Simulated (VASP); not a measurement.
Data:

```
MnO
1.0
    3.88765    -0.00972     0.00000
   -0.00972     3.88765     0.00000
    0.00000     0.00000     2.98700
Mn O
2 2
Direct
  0.50000   0.00000   0.03166
  0.00000   0.50000   0.96834
  0.00000   0.00000   0.00000
  0.50000   0.50000   0.00000
```
Starting moments (μB, in the order of the record's atoms Mn Mn O O): 3.2 3.2 0.1 0.1.

Computed with PBEsol GGA, VASP's PBE PAW potentials (set 64) (plane waves; VASP). Run with 600 eV cut-off, 8×8×10 Γ-centred mesh, first-order Methfessel-Paxton smearing of 0.10 eV, potentials Mn_pv O.

The moments were started parallel, and other spin orders were not tried in this run.

What does the run give for the cell moment, energy per atom (σ→0), pressure, largest force, band gap (on the k-mesh) with the smallest direct gap where there is one?

| Item | Result |
|---|---|
| band gap (on the k-mesh) | none (metal, semimetal or under 0.01 eV) |
| cell moment | 7.12 μB |
| energy per atom (σ→0) | -8.540 eV/atom |
| pressure | 1.46 GPa |
| largest force | 0.072 eV/Å |

Give the moment on each site (PAW-sphere projection).

```
site  moment (μB)
----  -----------
Mn1          3.30
Mn2          3.30
O3           0.11
O4           0.11
```

The structure was generated: MnO was put into the litharge type (P4/nmm), which need not be its known phase. This cell was strained or had an atom moved on purpose.
